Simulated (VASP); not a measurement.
Energy against volume of GaP (zinc blende). All values below come from HSEsol screened hybrid, VASP's PBE PAW potentials (set 64) (plane waves; VASP 6.6.1).

```csv
V (Å³/atom),E (eV/atom)
18.986,-5.65994
19.612,-5.67167
20.238,-5.67099
20.864,-5.65956
21.490,-5.63951
```

Question: Fit a third-order Birch-Murnaghan equation of state.

Answer: 
- volume per atom = 19.88 Å³/atom
- bulk modulus = 94.5 GPa
- pressure derivative of the bulk modulus = 4.68
- lattice constant a = 5.418 Å

Measured: bulk modulus 89.6 GPa at 0 K (computed value off by +5.5 %), as given by Daniel Mejia-Rodriguez et al., Physical Review B (2018), arXiv:1807.09216 [0 K value with the zero-point phonon effect removed]; a 5.439 Å at 0 K (computed value off by -0.4 %), as given by Daniel Mejia-Rodriguez et al., Physical Review B (2018), arXiv:1807.09216 [static lattice: zero-point anharmonic expansion removed].

The compound is GaP in the zinc blende structure. It was relaxed first. The cell's shape comes from a PBE relaxation.
